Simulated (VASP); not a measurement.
Computed with TPSS meta-GGA, VASP's PBE PAW potentials (set 64) (plane waves; VASP).

VASP ran on this input.

File KPOINTS_OPT:
```
k-points along high-symmetry lines
10
Line-mode
Reciprocal
  0.000000   0.000000   0.000000 ! GAMMA
  0.500000   0.000000   0.500000 ! X

  0.500000   0.000000   0.500000 ! X
  0.625000   0.250000   0.625000 ! U

  0.375000   0.375000   0.750000 ! K
  0.000000   0.000000   0.000000 ! GAMMA

  0.000000   0.000000   0.000000 ! GAMMA
  0.500000   0.500000   0.500000 ! L

  0.500000   0.500000   0.500000 ! L
  0.500000   0.250000   0.750000 ! W

  0.500000   0.250000   0.750000 ! W
  0.500000   0.000000   0.500000 ! X
```

INCAR:
```
ENCUT = 520   ! plane-wave cut-off (eV)
PREC = Accurate
ISMEAR = -5   ! tetrahedra, Bloechl
LREAL = .FALSE.
EDIFF = 1E-7
METAGGA = TPSS
ISIF = 2   ! forces and stress, cell fixed
LCHARG = .FALSE.
SYSTEM = Si
ALGO = Normal
LORBIT = 11   ! lm-projected
LMIXTAU = .TRUE.
NEDOS = 601
LASPH = .TRUE.   ! aspherical one-centre terms
LWAVE = .FALSE.
NELM = 100
```

POSCAR:
```
Si
2.7256270
  0.0000000000   0.9999999737   0.9999999737
  0.9999999737   0.0000000000   0.9999999737
  0.9999999737   0.9999999737   0.0000000000
Si
2
Direct
  0.0000000000   0.0000000000   0.0000000000
  0.2500000000   0.2500000000   0.2500000000
```

### KPOINTS
```
Regular mesh
0
gamma
 9 9 9
```

POTCAR, in this order: Si (PBE.64 set). Program: vasp_std.

What VASP printed:

File OSZICAR:
```
       N       E                     dE             d eps       ncg     rms          rms(c)
DAV:   1     0.279172968517E+00    0.27917E+00   -0.32569E+03   560   0.793E+02
DAV:   2    -0.187899800503E+02   -0.19069E+02   -0.18808E+02   848   0.112E+02
DAV:   3    -0.190798450981E+02   -0.28987E+00   -0.28987E+00   688   0.152E+01
DAV:   4    -0.190820865219E+02   -0.22414E-02   -0.22414E-02   960   0.140E+00
DAV:   5    -0.190820878160E+02   -0.12941E-05   -0.12941E-05   744   0.279E-02    0.652E+00
DAV:   6    -0.195823492096E+02   -0.50026E+00   -0.66449E+00   600   0.289E+01    0.457E+00
DAV:   7    -0.196465099214E+02   -0.64161E-01   -0.62416E-02   912   0.273E+00    0.308E+00
DAV:   8    -0.191439935988E+02    0.50252E+00   -0.13152E+00   592   0.143E+01    0.264E-01
DAV:   9    -0.196384520276E+02   -0.49446E+00   -0.87537E-01   560   0.113E+01    0.204E-01
DAV:  10    -0.196372921435E+02    0.11599E-02   -0.19011E-02   760   0.141E+00    0.517E-02
DAV:  11    -0.196403523653E+02   -0.30602E-02   -0.30055E-03   576   0.826E-01    0.217E-02
DAV:  12    -0.196406532654E+02   -0.30090E-03   -0.15162E-03   640   0.563E-01    0.225E-02
DAV:  13    -0.196413423018E+02   -0.68904E-03   -0.72595E-04   576   0.399E-01    0.738E-03
DAV:  14    -0.196414276103E+02   -0.85308E-04   -0.29129E-05   744   0.811E-02    0.422E-03
DAV:  15    -0.196414275504E+02    0.59921E-07   -0.54366E-08   824   0.225E-03
   1 F= -.19641428E+02 E0= -.19641428E+02  d E =0.000000E+00
       N       E                     dE             ncg
       N       E                     dE             ncg
```

### OUTCAR
```
------------------------ aborting loop because EDIFF is reached ----------------------------------------
  FORCE on cell =-STRESS in cart. coord.  units (eV):
  Direction    XX          YY          ZZ          XY          YZ          ZX
  --------------------------------------------------------------------------------------
  Total       -0.0081478     -0.0081478     -0.0081478      0.0000000     -0.0000000      0.0000000
  in kB       -0.3223452     -0.3223452     -0.3223452      0.0000000     -0.0000000      0.0000000
  external PRESSURE =      -0.3223452 kB  Pullay stress =       0.0000000 kB
  volume of cell :       40.50
      direct lattice vectors                 reciprocal lattice vectors
     0.000000000  2.725626928  2.725626928    -0.183444034  0.183444034  0.183444034
     2.725626928  0.000000000  2.725626928     0.183444034 -0.183444034  0.183444034
     2.725626928  2.725626928  0.000000000     0.183444034  0.183444034 -0.183444034
 POSITION                                       TOTAL-FORCE (eV/Angst)
 -----------------------------------------------------------------------------------
      0.00000      0.00000      0.00000        -0.000000     -0.000000     -0.000000
      1.36281      1.36281      1.36281         0.000000      0.000000      0.000000
 -----------------------------------------------------------------------------------
    total drift:                                0.000000      0.000000      0.000000
  FREE ENERGIE OF THE ION-ELECTRON SYSTEM (eV)
  ---------------------------------------------------
  free  energy   TOTEN  =       -19.6414275504 eV

  energy  without entropy=      -19.6414275504  energy(sigma->0) =      -19.64142755

 total charge

# of ion       s       p       d       tot
------------------------------------------
    1        0.758   0.953   0.000   1.711
    2        0.758   0.953   0.000   1.711
--------------------------------------------------
tot          1.516   1.907   0.000   3.423
```
(Selected blocks of OUTCAR.)

**OUTCAR**
```
 val. band max:        5.6831472932   @ k =   0.0000   0.0000   0.0000

 cond. band min:       6.3575785532   @ k =   0.4444   0.4444   0.0000


 Fermi energy:         5.6893082436

 k-point     1 :       0.0000    0.0000    0.0000
  band No.  band energies     occupation
      1      -6.3692      2.00000
      2       5.6831      2.00000
      3       5.6831      2.00000
      4       5.6831      2.00000
      5       8.4014      0.00000
      6       8.4014      0.00000
      7       8.4014      0.00000
      8       9.3128      0.00000

 k-point     2 :       0.1111    0.0000    0.0000
  band No.  band energies     occupation
      1      -6.2057      2.00000
      2       4.3622      2.00000
      3       5.4525      2.00000
      4       5.4525      2.00000
      5       8.3842      0.00000
      6       8.7469      0.00000
      7       8.7469      0.00000
      8      10.3775      0.00000

 k-point     3 :       0.2222    0.0000    0.0000
  band No.  band energies     occupation
      1      -5.7252      2.00000
      2       2.2769      2.00000
      3       5.0336      2.00000
      4       5.0336      2.00000
      5       7.9669      0.00000
      6       9.2765      0.00000
      7       9.2765      0.00000
      8      12.3240      0.00000

 k-point     4 :       0.3333    0.0000    0.0000
  band No.  band energies     occupation
      1      -4.9756      2.00000
      2       0.3461      2.00000
      3       4.6959      2.00000
      4       4.6959      2.00000
      5       7.5898      0.00000
      6       9.3449      0.00000
      7       9.3449      0.00000
      8      13.6605      0.00000

 k-point     5 :       0.4444    0.0000    0.0000
  band No.  band energies     occupation
      1      -4.1757      2.00000
      2      -1.0640      2.00000
      3       4.5192      2.00000
      4       4.5192      2.00000
      5       7.3869      0.00000
      6       9.2031      0.00000
      7       9.2031      0.00000
...
```

The compound is Si in the diamond structure. It was relaxed first.
